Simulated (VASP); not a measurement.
```xyz
4
Lattice="3.7223 0.0000 0.0000 0.0000 3.7223 0.0000 0.0000 0.0000 3.7223" Properties=species:S:1:pos:R:3 pbc="T T T"
Cu     0.0000     1.8612     1.8612
Cu     1.8612     0.0000     1.8612
Cu     1.8612     1.8612     0.0000
Au     0.0000     0.0000     0.0000
```

The numbers are results of PBE GGA with D3 dispersion (zero damping), VASP's PBE PAW potentials (set 64) (plane waves; VASP 6.6.1), not measurements. Run with 520 eV cut-off, Gaussian smearing of 0.050 eV, potentials Cu Au.

Task: Give the energies of bands 11 to 24 at the high-symmetry points, in eV from the Fermi level.

Result: 
| band | Γ | X | M | R |
|---|---|---|---|---|
| 11 | -2.36 | -3.47 | -3.46 | -3.03 |
| 12 | -2.36 | -2.72 | -3.28 | -3.03 |
| 13 | -1.76 | -2.59 | -3.28 | -1.74 |
| 14 | -1.72 | -2.59 | -2.56 | -1.74 |
| 15 | -1.72 | -2.42 | -2.56 | -1.74 |
| 16 | -1.61 | -2.42 | -2.56 | -1.71 |
| 17 | -1.61 | -2.39 | -2.41 | -1.71 |
| 18 | -1.61 | -2.33 | -2.41 | -1.68 |
| 19 | -1.46 | -2.08 | -2.33 | -1.68 |
| 20 | -1.46 | -2.02 | -2.24 | -1.68 |
| 21 | -1.46 | -1.61 | -0.57 | -1.20 |
| 22 | 1.18 | -1.46 | -0.57 | -1.17 |
| 23 | 1.18 | 5.81 | -0.46 | -1.17 |
| 24 | 1.18 | 5.81 | 0.31 | -1.17 |

It has no gap at this level: it comes out as a metal or semimetal.

The compound is Cu3Au in the L1_2 structure. It was relaxed first.
